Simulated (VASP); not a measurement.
Consider the following.

```yaml
crystal:
  lattice:
    - [4.90638, 0.00000, 0.00000]
    - [-2.45319, 4.24905, 0.00000]
    - [0.00000, 0.00000, 3.52224]
  atoms:
    - { symbol: Ca, position: [0.00000, 0.00000, 0.00000] }
    - { symbol: Hg, position: [0.33333, 0.66667, 0.50000] }
    - { symbol: Hg, position: [0.66667, 0.33333, 0.50000] }
```

Calculation: PBEsol GGA with spin-orbit coupling, VASP's PBE PAW potentials (set 64) (plane waves; VASP). Run with 400 eV cut-off, 7×7×8 Γ-centred mesh, Gaussian smearing of 0.050 eV, potentials Ca_sv Hg.

Q: What does the run give for the energy per atom (σ→0), band gap (over mesh and band path) with the smallest direct gap where there is one?

A: 
The band gap (over mesh and band path) comes out as none (metal, semimetal or under 0.01 eV) and the energy per atom (σ→0) comes out as -1.853 eV/atom.

The absolute energy has meaning only against runs of the same code, potentials and settings.

The structure comes from a computed database's CaHg2 entry (P6/mmm); how it stands against other phases isn't given here. It was relaxed first.
